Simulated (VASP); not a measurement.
Here is the system:

```
SrTe
1.0
    0.00000     3.35527     3.35527
    3.35527     0.00000     3.35527
    3.35527     3.35527     0.00000
Sr Te
1 1
Direct
  0.00000   0.00000   0.00000
  0.52235   0.47765   0.47765
```

Calculation: r2SCAN meta-GGA, VASP's PBE PAW potentials (set 64) (plane waves; VASP). Settings: 480 eV cut-off, 6×6×6 Γ-centred mesh, Gaussian smearing of 0.050 eV, potentials Sr_sv Te.

**Question.** Give the force on each atom (eV/Å).

**Answer.** 
```
atom      Fx     Fy     Fz
----  ------  -----  -----
Sr1   -0.415  0.000  0.000
Te2    0.415  0.000  0.000
```

**Question.** Give the stress tensor in GPa (positive for a compressed cell).

**Answer.** 
```
 0.84   0.00   0.00
 0.00  -0.06   0.00
 0.00   0.00  -0.06
```
The pressure is its mean diagonal, 0.24 GPa.

The compound is SrTe in the rock salt structure. This cell was strained or had an atom moved on purpose.
